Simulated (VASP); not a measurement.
Level of theory: RPBE GGA, VASP's PBE PAW potentials (set 64) (plane waves; VASP).

A VASP calculation is set up with these files.

File KPOINTS:
```
Automatic mesh
0
Gamma
4 4 6
0 0 0
```

INCAR:
```
SYSTEM = MnF2
PREC = Accurate
ENCUT = 520
EDIFF = 1E-6
NELM = 100
ALGO = Normal
LREAL = .FALSE.
LASPH = .TRUE.
ISMEAR = 0
SIGMA = 0.05
GGA = RP
LMAXMIX = 4
ISPIN = 2
MAGMOM = 5.0 -5.0 0.0 0.0 0.0 0.0
LORBIT = 10
LWAVE = .FALSE.
LCHARG = .FALSE.
IBRION = 2
ISIF = 3
NSW = 60
EDIFFG = -0.02
```

File POSCAR:
```
MnF2
1.0
  4.9802956618   0.0000000000   0.0000000000
  0.0000000000   4.9802956618   0.0000000000
  0.0000000000   0.0000000000   3.3924084257
Mn F
2 4
direct
  0.0000000000   0.0000000000   0.0000000000
  0.5000000000   0.5000000000   0.5000000000
  0.3042897579   0.3042897579   0.0000000000
  0.8042897579   0.1957102421   0.5000000000
  0.1957102421   0.8042897579   0.5000000000
  0.6957102421   0.6957102421   0.0000000000
```

POTCAR, in this order: Mn_pv F (PBE.64 set). Program: vasp_std.

The resulting files:

OSZICAR:
```
       N       E                     dE             d eps       ncg     rms          rms(c)
DAV:   1     0.709075228482E+03    0.70908E+03   -0.31625E+04  3144   0.188E+03
DAV:   2     0.316106655893E+02   -0.67746E+03   -0.65380E+03  3464   0.541E+02
DAV:   3    -0.402222668096E+02   -0.71833E+02   -0.71367E+02  3464   0.184E+02
DAV:   4    -0.420613595530E+02   -0.18391E+01   -0.18344E+01  3640   0.302E+01
DAV:   5    -0.420928588670E+02   -0.31499E-01   -0.31497E-01  3352   0.446E+00    0.191E+01
DAV:   6    -0.378046983508E+02    0.42882E+01   -0.26419E+01  3744   0.362E+01    0.132E+01
DAV:   7    -0.380077439958E+02   -0.20305E+00   -0.21141E+00  3344   0.103E+01    0.965E+00
DAV:   8    -0.376687068444E+02    0.33904E+00   -0.93889E-01  3256   0.920E+00    0.409E+00
DAV:   9    -0.380605639419E+02   -0.39186E+00   -0.21851E-01  3720   0.514E+00    0.119E+00
DAV:  10    -0.380608935973E+02   -0.32966E-03   -0.42936E-02  3528   0.149E+00    0.177E-01
DAV:  11    -0.380617401541E+02   -0.84656E-03   -0.19117E-03  3360   0.380E-01    0.882E-02
DAV:  12    -0.380624126419E+02   -0.67249E-03   -0.49920E-04  3312   0.147E-01    0.570E-02
DAV:  13    -0.380624870778E+02   -0.74436E-04   -0.10715E-04  3536   0.675E-02    0.171E-02
DAV:  14    -0.380624986774E+02   -0.11600E-04   -0.16064E-05  3456   0.315E-02    0.728E-03
DAV:  15    -0.380624995476E+02   -0.87013E-06   -0.48309E-06  3152   0.148E-02
   1 F= -.38062500E+02 E0= -.38062500E+02  d E =-.380625E+02  mag=    -0.0000
       N       E                     dE             d eps       ncg     rms          rms(c)
DAV:   1    -0.381052849120E+02   -0.42786E-01   -0.10459E+00  3320   0.933E+00    0.181E+00
DAV:   2    -0.380668384094E+02    0.38447E-01   -0.12626E-01  3352   0.277E+00    0.109E+00
DAV:   3    -0.380658705507E+02    0.96786E-03   -0.11130E-02  3592   0.980E-01    0.394E-01
DAV:   4    -0.380651356954E+02    0.73486E-03   -0.96697E-04  3920   0.240E-01    0.254E-01
DAV:   5    -0.380648881766E+02    0.24752E-03   -0.40426E-04  3752   0.178E-01    0.848E-02
DAV:   6    -0.380649033720E+02   -0.15195E-04   -0.56466E-05  3560   0.743E-02    0.213E-02
DAV:   7    -0.380649042872E+02   -0.91523E-06   -0.53336E-06  2760   0.185E-02
   2 F= -.38064904E+02 E0= -.38064904E+02  d E =-.240474E-02  mag=     0.0000
       N       E                     dE             d eps       ncg     rms          rms(c)
DAV:   1    -0.380980070342E+02   -0.33104E-01   -0.85418E-01  3320   0.842E+00    0.163E+00
DAV:   2    -0.380665419122E+02    0.31465E-01   -0.10387E-01  3352   0.250E+00    0.982E-01
DAV:   3    -0.380657602851E+02    0.78163E-03   -0.90615E-03  3576   0.887E-01    0.354E-01
DAV:   4    -0.380651647245E+02    0.59556E-03   -0.78995E-04  3904   0.216E-01    0.229E-01
DAV:   5    -0.380649639842E+02    0.20074E-03   -0.32934E-04  3728   0.161E-01    0.768E-02
DAV:   6    -0.380649765811E+02   -0.12597E-04   -0.45403E-05  3560   0.668E-02    0.193E-02
DAV:   7    -0.380649772759E+02   -0.69476E-06   -0.44204E-06  2784   0.168E-02
   3 F= -.38064977E+02 E0= -.38064977E+02  d E =-.247773E-02  mag=     0.0000
       N       E                     dE             d eps       ncg     rms          rms(c)
DAV:   1    -0.380710872238E+02   -0.61106E-02   -0.15189E-01  3320   0.354E+00    0.689E-01
DAV:   2    -0.380654585487E+02    0.56287E-02   -0.18749E-02  3352   0.106E+00    0.408E-01
DAV:   3    -0.380653251247E+02    0.13342E-03   -0.16591E-03  3576   0.377E-01    0.148E-01
DAV:   4    -0.380652212636E+02    0.10386E-03   -0.13366E-04  3880   0.883E-02    0.951E-02
DAV:   5    -0.380651905197E+02    0.30744E-04   -0.57650E-05  3744   0.673E-02    0.318E-02
DAV:   6    -0.380651913273E+02   -0.80756E-06   -0.77289E-06  3528   0.274E-02
   4 F= -.38065191E+02 E0= -.38065191E+02  d E =-.269178E-02  mag=     0.0000
       N       E                     dE             d eps       ncg     rms          rms(c)
DAV:   1    -0.380715734413E+02   -0.63829E-02   -0.34496E-01  3104   0.463E+00    0.606E-01
DAV:   2    -0.380677102805E+02    0.38632E-02   -0.63096E-03  3448   0.703E-01    0.363E-01
DAV:   3    -0.380664128290E+02    0.12975E-02   -0.17891E-03  3896   0.343E-01    0.198E-01
DAV:   4    -0.380662490773E+02    0.16375E-03   -0.37942E-04  3568   0.144E-01    0.606E-02
DAV:   5    -0.380662493610E+02   -0.28362E-06   -0.45204E-05  3384   0.477E-02    0.360E-02
DAV:   6    -0.380662508318E+02   -0.14708E-05   -0.34373E-06  2960   0.157E-02    0.178E-02
DAV:   7    -0.380662517901E+02   -0.95830E-06   -0.12506E-06  1816   0.938E-03
   5 F= -.38066252E+02 E0= -.38066252E+02  d E =-.106046E-02  mag=     0.0000
       N       E                     dE             d eps       ncg     rms          rms(c)
DAV:   1    -0.380726182745E+02   -0.63674E-02   -0.38801E-01  3104   0.491E+00    0.642E-01
DAV:   2    -0.380682779376E+02    0.43403E-02   -0.71199E-03  3448   0.747E-01    0.384E-01
DAV:   3    -0.380668220664E+02    0.14559E-02   -0.20227E-03  3896   0.364E-01    0.209E-01
DAV:   4    -0.380666396763E+02    0.18239E-03   -0.42388E-04  3568   0.152E-01    0.645E-02
DAV:   5    -0.380666400113E+02   -0.33503E-06   -0.51439E-05  3328   0.510E-02    0.381E-02
DAV:   6    -0.380666417725E+02   -0.17612E-05   -0.39231E-06  2968   0.166E-02    0.188E-02
DAV:   7    -0.380666429031E+02   -0.11306E-05   -0.14182E-06  1952   0.997E-03    0.488E-03
DAV:   8    -0.380666431505E+02   -0.24741E-06   -0.31735E-07  1584   0.505E-03
   6 F= -.38066643E+02 E0= -.38066643E+02  d E =-.145182E-02  mag=     0.0000
```

File OUTCAR:
```
------------------------ aborting loop because EDIFF is reached ----------------------------------------
  FORCE on cell =-STRESS in cart. coord.  units (eV):
  Direction    XX          YY          ZZ          XY          YZ          ZX
  --------------------------------------------------------------------------------------
  Total       -0.0171913     -0.0171913     -0.0168300      0.0000000      0.0000000      0.0000000
  in kB       -0.3241317     -0.3241317     -0.3173187      0.0000000      0.0000000      0.0000000
  external PRESSURE =      -0.3218607 kB  Pullay stress =       0.0000000 kB
  volume of cell :       84.98
      direct lattice vectors                 reciprocal lattice vectors
     5.024237673 -0.000000000  0.000000000     0.199035170  0.000000000  0.000000000
    -0.000000000  5.024237673  0.000000000     0.000000000  0.199035170  0.000000000
     0.000000000  0.000000000  3.366342166     0.000000000  0.000000000  0.297058335
 POSITION                                       TOTAL-FORCE (eV/Angst)
 -----------------------------------------------------------------------------------
      0.00000      0.00000      0.00000         0.000000      0.000000      0.000000
      2.51212      2.51212      1.68317         0.000000      0.000000      0.000000
      1.52884      1.52884      0.00000        -0.002552     -0.002552     -0.000000
      4.04096      0.98328      1.68317        -0.002552      0.002552      0.000000
      0.98328      4.04096      1.68317         0.002552     -0.002552     -0.000000
      3.49540      3.49540      0.00000         0.002552      0.002552      0.000000
 -----------------------------------------------------------------------------------
    total drift:                                0.000000      0.000000      0.000000
  FREE ENERGIE OF THE ION-ELECTRON SYSTEM (eV)
  ---------------------------------------------------
  free  energy   TOTEN  =       -38.0666431505 eV

  energy  without entropy=      -38.0666431505  energy(sigma->0) =      -38.06664315

 total charge

# of ion       s       p       d       tot
------------------------------------------
    1        0.145   6.119   4.927  11.191
    2        0.145   6.119   4.927  11.191
    3        1.738   4.365   0.000   6.103
    4        1.738   4.365   0.000   6.103
    5        1.738   4.365   0.000   6.103
    6        1.738   4.365   0.000   6.103
--------------------------------------------------
tot          7.243  29.698   9.853  46.795

 magnetization (x)

# of ion       s       p       d       tot
------------------------------------------
    1        0.018   0.016   4.542   4.576
    2       -0.018  -0.016  -4.542  -4.576
    3       -0.002  -0.023   0.000  -0.025
    4        0.002   0.023   0.000   0.025
    5        0.002   0.023   0.000   0.025
    6       -0.002  -0.023   0.000  -0.025
--------------------------------------------------
tot          0.000   0.000  -0.000  -0.000

 reached required accuracy - stopping structural energy minimisation
```
(Selected blocks of OUTCAR.)

File CONTCAR:
```
MnF2
   1.00000000000000
     5.0242376733846763   -0.0000000000000000    0.0000000000000000
    -0.0000000000000000    5.0242376733846763    0.0000000000000000
     0.0000000000000000    0.0000000000000000    3.3663421657520112
  Mn              F
     2     4
Direct
     0.0000000000000000    0.0000000000000000    0.0000000000000000
     0.5000000000000000    0.5000000000000000    0.5000000000000000
     0.3042934302767632    0.3042934302767632    0.0000000000000000
     0.8042934302767633    0.1957065697232368    0.5000000000000000
     0.1957065697232368    0.8042934302767633    0.5000000000000000
     0.6957065697232367    0.6957065697232367    0.0000000000000000
```

The compound is MnF2 in the rutile structure. This run relaxes it. Symmetry was kept, so distortions that lower it aren't found. The start is the result of an earlier pass.
